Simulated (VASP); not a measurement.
A convergence study with VASP on Ni (fcc): one setting is varied, all else stays as given below, so the limit is that of these other settings. Each run relaxes cell and ions from the cell shown.

```xyz
1
Lattice="0.0000 1.7600 1.7600 1.7600 0.0000 1.7600 1.7600 1.7600 0.0000" Properties=species:S:1:pos:R:3 pbc="T T T"
Ni     0.0000     0.0000     0.0000
```
Starting moments (μB, in the order of the record's atoms Ni): 0.8.

The numbers are results of PBEsol GGA, VASP's PBE PAW potentials (set 64) (plane waves; VASP), not measurements. The tightest run used: 550 eV cut-off, 23×23×23 Γ-centred mesh, first-order Methfessel-Paxton smearing of 0.10 eV, potentials Ni.

| setting | relaxed volume (Å³/atom) | E (eV/atom) | moment (μB) | irreducible k-points |
|---|---|---|---|---|
| 2×2×2 mesh | 11.848 | -3.8990 | 1.281 | 3 |
| 3×3×3 mesh | 10.766 | -5.9940 | 1.111 | 4 |
| 4×4×4 mesh | 10.223 | -6.2187 | 0.594 | 8 |
| 5×5×5 mesh | 10.579 | -6.0504 | 0.942 | 10 |

Question: These are the cheaper rows. Estimate the results at 23×23×23 mesh, and how far the last row shown lies from them.

Answer: 
| quantity | tightest run | last row shown is off by |
|---|---|---|
| relaxed volume (Å³/atom) | 10.367 | 0.213 |
| E (eV/atom) | -6.1358 | 0.0854 |
| moment (μB) | 0.607 | 0.335 |

Left out are rungs that failed or repeat a setting and relaxations that didn't move; long series are thinned to 24 rows.

The compound is Ni in the fcc structure. The spin order is the one that the start imposed; others were not tried in this run.
